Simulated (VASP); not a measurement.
Crystal: KScS2.

```
CELL_PARAMETERS angstrom
4.20808 0.00000 0.00000
0.00000 4.20808 0.00000
0.00000 0.00000 5.95113
ATOMIC_POSITIONS crystal
K 0.00000 0.00000 0.00000
S 0.00000 0.00000 0.50000
S 0.50000 0.50000 0.00000
Sc 0.50000 0.50000 0.50000
```

The cell was built by a generator and needn't be a form met in nature.

```yaml
Program: VASP 6.6.1
Task: relaxation of cell and atoms
Functional: PBE
Potentials_or_basis: VASP PAW PBE potentials, release 64 (K_sv, S, Sc_sv)
Cutoff: 600 eV
k_mesh: 6 × 6 × 4
Occupations: fermi-dirac, width 0.02 eV
Spin: no spin polarisation
```

At the start: pressure -6.5 GPa; volume 26.35 Å³/atom.

Q: Where does the relaxation end?

A: Over 8 steps the energy falls by 102.1 meV/atom and the volume is 22.59 Å³/atom (-14.3 %); space group P4/mmm (No. 123, to 0.05 Å).

The path:
| step | energy change (eV) | largest force (eV/Å) | pressure (GPa) | volume (Å³) |
| --- | --- | --- | --- | --- |
| 1 | 0.0000 | 0.0000 | -6.50 | 105.38 |
| 2 | -0.4076 | 0.0000 | 0.24 | 89.87 |
| 3 | -0.4077 | 0.0000 | 0.12 | 90.05 |
| 4 | -0.4075 | 0.0000 | -0.08 | 90.35 |
| 5 | -0.4084 | 0.0000 | -0.12 | 90.52 |
| 6 | -0.4085 | 0.0000 | -0.15 | 90.56 |
| 7 | -0.4086 | 0.0000 | 0.06 | 90.27 |
| 8 | -0.4086 | 0.0000 | 0.00 | 90.36 |

Final structure:
```cif
data_structure
_symmetry_space_group_name_H-M 'P 1'
_symmetry_Int_Tables_number 1
_cell_length_a 4.0570
_cell_length_b 4.0570
_cell_length_c 5.4900
_cell_angle_alpha 90.000
_cell_angle_beta 90.000
_cell_angle_gamma 90.000
_cell_volume 90.36
loop_
_atom_site_label
_atom_site_type_symbol
_atom_site_fract_x
_atom_site_fract_y
_atom_site_fract_z
_atom_site_occupancy
K1 K 0.00000 0.00000 0.00000 1
S1 S 0.00000 0.00000 0.50000 1
S2 S 0.50000 0.50000 0.00000 1
Sc1 Sc 0.50000 0.50000 0.50000 1
```
